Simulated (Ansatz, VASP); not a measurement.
**Sn3Bi in VASP and in Ansatz**

File INCAR:

```
SYSTEM = Sn3Bi
PREC = Accurate
ENCUT = 600
EDIFF = 1E-6
ISMEAR = 0
SIGMA = 0.1
LREAL = .False.
LASPH = .True.
NELM = 100
ALGO = Normal
ISIF = 3
LWAVE = .False.
LCHARG = .False.
IBRION = 2
NSW = 70
EDIFFG = -0.005
```

Contents of KPOINTS:

```
Automatic mesh
0
Gamma
  10 10 10
  0 0 0
```

Contents of POSCAR:

```
Sn3Bi
1.0
    0.0000000000      3.8671059530      3.8671059530
    3.8671059530      0.0000000000      3.8671059530
    3.8671059530      3.8671059530      0.0000000000
Sn Bi
3 1
Direct
    0.0000000000      0.0000000000      0.0000000000
    0.2500000000      0.2500000000      0.2500000000
    0.7500000000      0.7500000000      0.7500000000
    0.5000000000      0.5000000000      0.5000000000
```

Input for Ansatz:

```yaml
crystal:
  lattice:
    - [0.0, 3.867105953, 3.867105953]
    - [3.867105953, 0.0, 3.867105953]
    - [3.867105953, 3.867105953, 0.0]
  atoms:
    - { symbol: Sn, position: [0.0, 0.0, 0.0] }
    - { symbol: Sn, position: [0.25, 0.25, 0.25] }
    - { symbol: Sn, position: [0.75, 0.75, 0.75] }
    - { symbol: Bi, position: [0.5, 0.5, 0.5] }
basis:
  ecutwfc: 420
kpoints:
  mp_grid: { grid: [10, 10, 10] }
hamiltonian:
  xc: lda
scf:
  occupations: { method: gaussian, width: 0.1 }
output:
  forces: true
  stress: true
  eigenvalues: true
relax:
  adjacent_minimum: "off"
  f_tol: 0.005
  max_steps: 50
  cell: { stress_tol: 0.05 }
```

Alike in both runs: task relaxation of cell and atoms; functional LDA; k mesh 10 × 10 × 10; occupations gaussian, width 0.1 eV; no spin polarisation.

|  | VASP | Ansatz |
| --- | --- | --- |
| version | VASP 6.6.1 | Ansatz 0.2.0 |
| potentials or method | VASP PAW LDA potentials, release 64 (Sn_d, Bi_d) | scalar-relativistic, plane waves, PAW |
| plane-wave cutoff (eV) | 600 | 420 |
| valence electrons in the cell | 57 | 57 |

```csv
,VASP,Ansatz,Ansatz less VASP
"gap on the k mesh at the Fermi level, each at its own relaxed structure (eV)",none,none,-
relaxed volume (Å³/atom),26.74,26.70,-0.042
relaxed cell length with the largest relative difference (Å),5.328,5.326,-0.0028
energy change over the relaxation (meV/atom),-29,-30,-1.1
```

A gap of «none» marks a metal or a gap that the smearing closes.

Caveats: spin-orbit coupling is left out, which moves the levels of the heavy elements.
